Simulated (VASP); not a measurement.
# Nb2SnSe (P4/nmm) in VASP: further runs

Runs on Nb2SnSe. Level: PBE. Tasks: relaxation of cell and atoms.

Everything below comes from runs of VASP 6.6.1. Logs are shortened: lines on timing, memory, paths and dates and some standing lists are left out, and cuts for length are marked.

## Step 1: The crystal as given

The structure is tetragonal, space group P4/nmm (No. 129). Conventional cell: a = 3.382 Å, b = 3.382 Å, c = 14.485 Å, α = 90.00°, β = 90.00°, γ = 90.00°. Nb (site symmetry 4mm) has 4 Se at 2.75 Å and 4 Sn at 3.05 Å as nearest neighbours. Around Nb (site symmetry 4mm) lie 4 Nb at 2.74 Å and 5 Sn at 2.95 to 3.06 Å. Around Sn (site symmetry 4mm) lie 9 Nb at 2.95 to 3.06 Å and 1 Se at 3.25 Å and 4 Sn at 3.38 Å. Se (site symmetry 4mm) has 4 Nb at 2.75 Å as nearest neighbours.

The cell was built by a generator and needn't be a form met in nature.

## Step 2: Relaxation of cell and atoms, PBE

File INCAR:

```
ALGO     = Normal         # electronic algorithm
EDIFF    = 1E-6           # SCF threshold, eV
EDIFFG   = -0.01          # ionic threshold
ENCUT    = 520            # plane-wave cutoff, eV
GGA      = PE             # functional
IBRION   = 2              # ionic algorithm
ISIF     = 3              # what is computed and relaxed
ISMEAR   = 0              # smearing method
KPAR     = 8            
LASPH    = T              # aspherical terms in the spheres
LCHARG   = F              # write CHGCAR
LREAL    = F              # projectors in reciprocal space
LWAVE    = F              # write WAVECAR
NELM     = 120            # most SCF steps
NSW      = 90             # ionic steps
PREC     = Accurate       # precision mode
SIGMA    = 0.1            # smearing width, eV
```

File KPOINTS:

```
k-points
0
Gamma
  10 10 2
```

File POSCAR:

```
Nb2SnSe
1.0
    3.3820000000      0.0000000000      0.0000000000
    0.0000000000      3.3820000000      0.0000000000
    0.0000000000      0.0000000000     14.4850000000
Nb Sn Se
4 2 2
Direct
    0.5000000000      0.0000000000      0.7038315500
    0.5000000000      0.0000000000      0.9538833300
    0.0000000000      0.5000000000      0.0461166700
    0.0000000000      0.5000000000      0.2961684500
    0.0000000000      0.5000000000      0.8349326900
    0.5000000000      0.0000000000      0.1650673100
    0.0000000000      0.5000000000      0.6105626500
    0.5000000000      0.0000000000      0.3894373500
```

Potentials or basis: VASP PAW PBE potentials, release 64 (Nb_sv, Sn_d, Se).

On the command line:

```sh
$ cat potpaw_PBE.64/Nb_sv/POTCAR potpaw_PBE.64/Sn_d/POTCAR potpaw_PBE.64/Se/POTCAR > POTCAR
$ mpirun -np 8 vasp_std > vasp.out
```

OUTCAR:

```text
EDIFF = 1E-6
   EDIFFG = -0.01
   ENCUT = 520
   GGA = PE
   IBRION = 2
   ISIF = 3
   ISMEAR = 0
   LASPH = T
   LREAL = F
   NELM = 120
   NSW = 90
   PREC = Accurate

 ion  position               nearest neighbor table
   1  0.500  0.000  0.704-   7 2.75   7 2.75   7 2.75   7 2.75   5 3.05   5 3.05   5 3.05   5 3.05

   2  0.500  0.000  0.954-   3 2.74   3 2.74   3 2.74   3 2.74   5 2.95   5 2.95   5 2.95   5 2.95
                             6 3.06
   3  0.000  0.500  0.046-   2 2.74   2 2.74   2 2.74   2 2.74   6 2.95   6 2.95   6 2.95   6 2.95
                             5 3.06
   4  0.000  0.500  0.296-   8 2.75   8 2.75   8 2.75   8 2.75   6 3.05   6 3.05   6 3.05   6 3.05

   5  0.000  0.500  0.835-   2 2.95   2 2.95   2 2.95   2 2.95   1 3.05   1 3.05   1 3.05   1 3.05
                             3 3.06   7 3.25
   6  0.500  0.000  0.165-   3 2.95   3 2.95   3 2.95   3 2.95   4 3.05   4 3.05   4 3.05   4 3.05
                             2 3.06   8 3.25
   7  0.000  0.500  0.611-   1 2.75   1 2.75   1 2.75   1 2.75   5 3.25
   8  0.500  0.000  0.389-   4 2.75   4 2.75   4 2.75   4 2.75   6 3.25

  LATTYP: Found a simple tetragonal cell.
 ALAT       =     3.3820000000
 C/A-ratio  =     4.2829686576

  Lattice vectors:

 A1 = (   3.3820000000,   0.0000000000,   0.0000000000)
 A2 = (   0.0000000000,   3.3820000000,   0.0000000000)
 A3 = (   0.0000000000,   0.0000000000,  14.4850000000)

Analysis of symmetry for initial positions (statically):
=====================================================================
 Subroutine PRICEL returns:
 Original cell was already a primitive cell.

 Routine SETGRP: Setting up the symmetry group for a
 simple tetragonal supercell.

 Subroutine GETGRP returns: Found 16 space group operations
 (whereof  8 operations were pure point group operations)
 out of a pool of 16 trial point group operations.

The static configuration has the point symmetry D_2d.
 The point group associated with its full space group is D_4h.

Analysis of symmetry for dynamics (positions and initial velocities):
=====================================================================
 Subroutine PRICEL returns:
 Original cell was already a primitive cell.

 Routine SETGRP: Setting up the symmetry group for a
 simple tetragonal supercell.

 Subroutine GETGRP returns: Found 16 space group operations
 (whereof  8 operations were pure point group operations)
 out of a pool of 16 trial point group operations.

The dynamic configuration has the point symmetry D_2d.
 The point group associated with its full space group is D_4h.

 Subroutine INISYM returns: Found 16 space group operations
 (whereof  8 operations are pure point group operations),
 and found     1 'primitive' translations

----------------------------------------------------------------------------------------

                                     Primitive cell

  volume of cell :     165.6783

  direct lattice vectors                    reciprocal lattice vectors
     3.382000000  0.000000000  0.000000000     0.295683028  0.000000000  0.000000000
     0.000000000  3.382000000  0.000000000     0.000000000  0.295683028  0.000000000
     0.000000000  0.000000000 14.485000000     0.000000000  0.000000000  0.069036935

  length of vectors
     3.382000000  3.382000000 14.485000000     0.295683028  0.295683028  0.069036935

  position of ions in fractional coordinates (direct lattice)
     0.500000000  0.000000000  0.703831550
     0.500000000  0.000000000  0.953883330
     0.000000000  0.500000000  0.046116670
     0.000000000  0.500000000  0.296168450
     0.000000000  0.500000000  0.834932690
     0.500000000  0.000000000  0.165067310
     0.000000000  0.500000000  0.610562650
     0.500000000  0.000000000  0.389437350

  ion indices of the primitive-cell ions
   primitive index   ion index
                 1           1
                 2           2
                 3           3
                 4           4
                 5           5
                 6           6
                 7           7
                 8           8

----------------------------------------------------------------------------------------

 KPOINTS: k-points

Automatic generation of k-mesh.
 Grid dimensions read from file:
 generate k-points for:   10   10    2

 Generating k-lattice:

  Cartesian coordinates                     Fractional coordinates (reciprocal lattice)
     0.029568303  0.000000000  0.000000000     0.100000000  0.000000000  0.000000000
     0.000000000  0.029568303  0.000000000     0.000000000  0.100000000  0.000000000
     0.000000000  0.000000000  0.034518467     0.000000000  0.000000000  0.500000000

  Length of vectors
     0.029568303  0.029568303  0.034518467

  Shift w.r.t. Gamma in fractional coordinates (k-lattice)
     0.000000000  0.000000000  0.000000000

 Subroutine IBZKPT returns following result:
 ===========================================

 Found     42 irreducible k-points:

 Following reciprocal coordinates:
            Coordinates               Weight
  0.000000  0.000000  0.000000      1.000000
  0.100000  0.000000  0.000000      4.000000
  0.200000  0.000000  0.000000      4.000000
  0.300000  0.000000  0.000000      4.000000
  0.400000  0.000000  0.000000      4.000000
  0.500000  0.000000  0.000000      2.000000
[... 16 lines left out ...]
  0.100000  0.000000  0.500000      4.000000
  0.200000  0.000000  0.500000      4.000000
 [... further k-points ...]
   k-points           NKPTS =     42   k-points in BZ     NKDIM =     42   number of bands    NBANDS=     55
   number of dos      NEDOS =    301   number of ions     NIONS =      8
   total plane-waves  NPLWV =  84672
   dimension x,y,z NGX =    28 NGY =   28 NGZ =  108
   dimension x,y,z NGXF=    56 NGYF=   56 NGZF=  216
   ions per type =               4   2   2
   NGX,Y,Z   is equivalent  to a cutoff of  13.76, 13.76, 12.40 a.u.
   NGXF,Y,Z  is equivalent  to a cutoff of  27.53, 27.53, 24.79 a.u.
 SYSTEM =  unknown system
   PREC   = accura    normal or accurate (medium, high low for compatibility)
   ISTART =      0    job   : 0-new  1-cont  2-samecut
   ICHARG =      2    charge: 1-file 2-atom 10-const
   ISPIN  =      1    spin polarized calculation?
   LNONCOLLINEAR =      F non collinear calculations
   LSORBIT =      F    spin-orbit coupling
   LASPH  =      T    aspherical Exc in radial PAW
   ENCUT  =  520.0 eV  38.22 Ry    6.18 a.u.   6.29  6.29 26.93*2*pi/ulx,y,z
   NELM   =    120;   NELMIN=  2; NELMDL= -5     # of ELM steps
   EDIFF  = 0.1E-05   stopping-criterion for ELM
   LREAL  =      F    real-space projection
   EDIFFG = -.1E-01   stopping-criterion for IOM
   NSW    =     90    number of steps for IOM
   IBRION =      2    ionic relax: 0-MD 1-quasi-New 2-CG
   NFREE  =      1    steps in history (QN), initial steepest desc. (CG)
   ISIF   =      3    stress and relaxation
   ISYM   =      2    0-nonsym 1-usesym 2-fastsym
   POTIM  = 0.5000    time-step for ionic-motion
   TEBEG  =    0.0;   TEEND  =   0.0 temperature during run
   PSTRESS=    0.0 pullay stress
   NELECT =      92.0000    total number of electrons
   NUPDOWN=      -1.0000    fix difference up-down
   EMIN   =  10.00;   EMAX   =-10.00  energy-range for DOS
   EFERMI =   0.00;   METHOD = LEGACY
   ISMEAR =     0;   SIGMA  =   0.10  broadening in eV -4-tet -1-fermi 0-gaus
   EFERMI_NEDOS =   21; number of points for ismear=-14 and -15
   IALGO  =     38    algorithm
   IMIX   =      4    mixing-type and parameters
     AMIX     =   0.40;   BMIX     =  1.00
     AMIX_MAG =   1.60;   BMIX_MAG =  1.00
  volume/ion in A,a.u.               =      20.71       139.76
  Fermi-wavevector in a.u.,A,eV,Ry     =   1.345599  2.542813 24.635194  1.810636
  Thomas-Fermi vector in A             =   2.473499
   LORBIT       =      0    0 simple, 1 ext, 2 COOP (PROOUT), +10 PAW based schemes
   GGA     = PE    functional components
   LHFCALC =     F    Hartree Fock is set to
   AEXX    =    0.0000 exact exchange contribution
   IVDW    =     0    specifies the selected vdW correction
   LEPSILON=     F    determine dielectric tensor
   LRPA    =     F    only Hartree local field effects (RPA)
 conjugate gradient relaxation of ions
 non-spin polarized calculation
 Gauss-broadening in eV      SIGMA  =   0.10
  energy-cutoff  :      520.00
  volume of cell :      165.68
 maximum number of plane-waves:      4492
 NGX is ok and might be reduce to    28
   NGX = 13   NGY = 13   NGZ = 53

--------------------------------------- Ionic step        1  -------------------------------------------

 number of electron      91.9999985 magnetization

 Free energy of the ion-electron system (eV)
  ---------------------------------------------------
  ext. energy  EPLUGINS =         0.00000000
  ---------------------------------------------------
  free energy    TOTEN  =       -57.52959829 eV

  energy without entropy =      -57.49950196  energy(sigma->0) =      -57.51455013

------------------------ aborting loop because EDIFF is reached ----------------------------------------

  FORCE on cell =-STRESS in cart. coord.  units (eV):
  Direction    XX          YY          ZZ          XY          YZ          ZX
  --------------------------------------------------------------------------------------
  -------------------------------------------------------------------------------------
  Total       -0.2660773     -0.2660773     -0.6356018      0.0000000     -0.0000000      0.0000000
  in kB       -2.5730761     -2.5730761     -6.1465301      0.0000000     -0.0000000      0.0000000
  external PRESSURE =      -3.7642274 kB  Pullay stress =       0.0000000 kB
[... 107 lines left out ...]
  FREE ENERGIE OF THE ION-ELECTRON SYSTEM (eV)
  ---------------------------------------------------
  free  energy   TOTEN  =       -57.5534540549 eV

  energy  without entropy=      -57.5302949410  energy(sigma->0) =      -57.54187450

[... ionic steps 4 to 24 ...]

--------------------------------------- Ionic step       25  -------------------------------------------

 number of electron      91.9999986 magnetization

------------------------ aborting loop because EDIFF is reached ----------------------------------------
[... 79 lines left out ...]
--------------------------------------- Ionic step       27  -------------------------------------------

 number of electron      91.9999986 magnetization

 Free energy of the ion-electron system (eV)
  ---------------------------------------------------
  ext. energy  EPLUGINS =         0.00000000
  ---------------------------------------------------
  free energy    TOTEN  =       -57.56397961 eV

  energy without entropy =      -57.53940745  energy(sigma->0) =      -57.55169353

 E-fermi :   9.3826     XC(G=0): -11.3882

 val. band max:        9.3804712508   @ k =   0.0000   0.0000   0.5000
 cond. band min:       9.4010925037   @ k =   0.5000   0.5000   0.5000
 fundamental gap:      0.0206212529
 Fermi energy:         9.3825689662

 k-point     1 :       0.0000    0.0000    0.0000
  band No.  band energies     occupation
      1     -45.9967      2.00000
      2     -45.9967      2.00000
      3     -45.3050      2.00000
      4     -45.0237      2.00000
      5     -22.0414      2.00000
      6     -22.0402      2.00000
[... 1381 lines left out ...]
     54      11.6672      0.00000
     55      11.8696      0.00000

 [... further k-points ...]

------------------------ aborting loop because EDIFF is reached ----------------------------------------

  FORCE on cell =-STRESS in cart. coord.  units (eV):
  Direction    XX          YY          ZZ          XY          YZ          ZX
  --------------------------------------------------------------------------------------
  -------------------------------------------------------------------------------------
  Total       -0.0019451     -0.0019451      0.0125072      0.0000000      0.0000000      0.0000000
  in kB       -0.0192067     -0.0192067      0.1235035      0.0000000      0.0000000      0.0000000
  external PRESSURE =       0.0283634 kB  Pullay stress =       0.0000000 kB
[... 23 lines left out ...]
  FREE ENERGIE OF THE ION-ELECTRON SYSTEM (eV)
  ---------------------------------------------------
  free  energy   TOTEN  =       -57.5639796055 eV

  energy  without entropy=      -57.5394074452  energy(sigma->0) =      -57.55169353

 reached required accuracy - stopping structural energy minimisation
```

Wall time 27 min (8 MPI ranks of Intel Xeon Platinum 8259CL at 2.50GHz (Skylake/Cascade Lake), shared host); peak memory 0.56 GiB.

What came out:

| Property | Result |
| --- | --- |
| Free energy | -57.5640 eV |
| Relaxed volume | 20.28 Å³/atom |
| Relaxed cell | a = 3.399 Å, b = 3.399 Å, c = 14.044 Å, α = 90.00°, β = 90.00°, γ = 90.00° |
| Space group after relaxing (to 0.05 Å) | P4/nmm (No. 129) |
| Energy gained by relaxing | 4.3 meV/atom |
| Ionic steps | 27 |
| Pressure after relaxing | 0.0 GPa |
| Largest force after relaxing | 0.009 eV/Å |
| Band gap on the k mesh | none (metal or under the smearing width) |

Forces on the atoms (eV/Å):
```
Nb   0.000  0.000  0.000
Nb   0.000  0.000  0.009
Nb   0.000  0.000 -0.009
Nb   0.000  0.000  0.000
Sn   0.000  0.000 -0.002
Sn   0.000  0.000  0.002
Se   0.000  0.000 -0.001
Se   0.000  0.000  0.001
```

The path:
```
step  energy change (eV)  largest force (eV/Å)  pressure (GPa)  volume (Å³)
   1              0.0000                0.5071           -0.38       165.68
   2             -0.0209                0.1955            0.16       164.51
   3             -0.0239                0.0680            0.51       163.86
   4             -0.0277                0.1484           -0.62       165.04
   5             -0.0283                0.1127           -0.33       164.73
   6             -0.0318                0.0177           -0.03       164.17
   7             -0.0319                0.0235            0.04       164.05
   8             -0.0320                0.0187           -0.05       164.14
   9             -0.0320                0.0172           -0.09       164.17
  10             -0.0321                0.0171           -0.06       164.09
  11             -0.0322                0.0260            0.02       163.91
  12             -0.0323                0.0245            0.02       163.88
  13             -0.0326                0.0213           -0.01       163.78
  14             -0.0330                0.0295           -0.06       163.57
  15             -0.0334                0.0555           -0.15       163.15
  16             -0.0335                0.0528           -0.13       163.09
  17             -0.0337                0.0460           -0.07       162.92
  18             -0.0339                0.0437            0.05       162.59
  19             -0.0338                0.0399            0.30       161.92
  20             -0.0340                0.0418            0.16       162.32
  21             -0.0341                0.0350            0.13       162.26
  22             -0.0343                0.0173            0.05       162.10
  23             -0.0343                0.0149            0.02       162.17
  24             -0.0343                0.0106           -0.04       162.27
  25             -0.0344                0.0129           -0.02       162.26
  26             -0.0344                0.0153            0.00       162.25
  27             -0.0344                0.0091            0.00       162.25
```

Final structure:
```
Nb Sn Se
1.0
     3.39897    0.00000    0.00000
     0.00000    3.39897    0.00000
     0.00000    0.00000   14.04422
Nb Sn Se
4 2 2
Direct
  0.50000 0.00000 0.70169
  0.50000 0.00000 0.94996
  0.00000 0.50000 0.05004
  0.00000 0.50000 0.29831
  0.00000 0.50000 0.83332
  0.50000 0.00000 0.16668
  0.00000 0.50000 0.60566
  0.50000 0.00000 0.39434
```

Caveat: this functional lacks dispersion, which binds the layers, so the pressure and a relaxed spacing across them are unreliable.

(Part 1 of 2 ends here.)
